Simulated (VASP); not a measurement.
## Sr3SbN (space group Pm-3m): computed properties

These are r2SCAN meta-GGA, VASP's PBE PAW potentials (set 64) (plane waves; VASP) values and carry that method's errors.

| Quantity | Value |
|---|---|
| space group | Pm-3m (221) |
| cell | a = b = c = 5.1945 Å, α = β = γ = 90.00° |
| volume per atom | 28.03 Å³/atom |
| band gap (over mesh and band path) | 0.54 eV |
| smallest direct gap (over mesh and band path) | 0.54 eV |
| band-edge character | direct, Γ to Γ |
| density | 4.72 g/cm³ |

```
CELL_PARAMETERS angstrom
      5.19449     0.00000     0.00000
      0.00000     5.19449     0.00000
      0.00000     0.00000     5.19449
ATOMIC_POSITIONS crystal
  Sr 0.00000 0.50000 0.50000
  Sr 0.50000 0.00000 0.50000
  Sr 0.50000 0.50000 0.00000
  Sb 0.00000 0.00000 0.00000
  N  0.50000 0.50000 0.50000
```

Unless said otherwise, spin-orbit coupling is left out, though it shifts the bands of the heavy elements here.

The structure comes from a computed database's Sr3SbN entry (Pm-3m); how it stands against other phases isn't given here. It was relaxed first. Symmetry was kept, so distortions that lower it aren't found.
